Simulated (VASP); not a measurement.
Input:

```
CELL_PARAMETERS angstrom
      0.00000     3.15920     3.15920
      3.15920     0.00000     3.15920
      3.15920     3.15920     0.00000
ATOMIC_POSITIONS crystal
  In 0.25000 0.25000 0.25000
  In 0.75000 0.75000 0.75000
  Pt 0.00000 0.00000 0.00000
```

The numbers are results of LDA (Ceperley-Alder, Perdew-Zunger), VASP's LDA PAW potentials (set 64) (plane waves; VASP 6.6.1), not measurements. Numerical set-up: 400 eV cut-off, Gaussian smearing of 0.050 eV, potentials In_d Pt.

Unless said otherwise, spin-orbit coupling is left out, though it shifts the bands of the heavy elements here.

**Question.** Estimate the band gap (along the path) with the smallest direct gap where there is one.

**Answer.** 
```yaml
band gap (along the path): none (metal, semimetal or under 0.01 eV)
```

Only differences to runs with the same potentials and settings are physical.

The structure comes from a computed database's In2Pt entry (Fm-3m); how it stands against other phases isn't given here. It was relaxed first.
